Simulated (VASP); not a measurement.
A convergence study with VASP on KTaO3 (cubic perovskite): one setting is varied, all else stays as given below, so the limit is that of these other settings. The cell's lengths are 1 % over those of the tabulated start and one atom is moved, so it is off equilibrium.

```xyz
5
Lattice="4.0299 0.0000 0.0000 0.0000 4.0299 0.0000 0.0000 0.0000 4.0299" Properties=species:S:1:pos:R:3 pbc="T T T"
K      0.0000     0.0000     0.0000
Ta     2.0149     2.0149     2.0149
O      2.0149     0.0000     2.0149
O      0.0000     2.0149     2.0149
O      2.0756     2.0149     0.0000
```

Method: PBEsol GGA, VASP's PBE PAW potentials (set 64) (plane waves; VASP). The tightest run used: 1000 eV cut-off, 6×6×6 Γ-centred mesh, Gaussian smearing of 0.050 eV, potentials K_sv Ta_pv O.

Unless said otherwise, spin-orbit coupling is left out, though it shifts the bands of the heavy elements here. Gaps are read on the run's mesh, which can miss a band edge.

```
setting      E (eV/atom)  pressure (GPa)  largest force (eV/Å)  gap on the mesh (eV)  plane waves
-----------  -----------  --------------  --------------------  --------------------  -----------
ENCUT = 250      -8.7749          -80.38                 0.303                 2.147          624
ENCUT = 300      -8.6554          -40.61                 0.276                 1.957          804
ENCUT = 350      -8.5979          -19.86                 0.314                 2.031          992
ENCUT = 400      -8.5861          -10.31                 0.307                 2.024         1213
```

Q: These are the cheaper rows. Estimate the results at ENCUT = 1000, and how far the last row shown lies from them.

A: 
| quantity | tightest run | last row shown is off by |
|---|---|---|
| E (eV/atom) | -8.5792 | -0.0070 |
| pressure (GPa) | -5.63 | -4.67 |
| largest force (eV/Å) | 0.304 | 0.003 |
| gap on the mesh (eV) | 2.017 | 0.007 |

Left out are rungs that failed or repeat a setting and relaxations that didn't move; long series are thinned to 24 rows.

The compound is KTaO3 in the cubic perovskite structure. The cell was not relaxed at this level, it is distorted from the ideal structure.
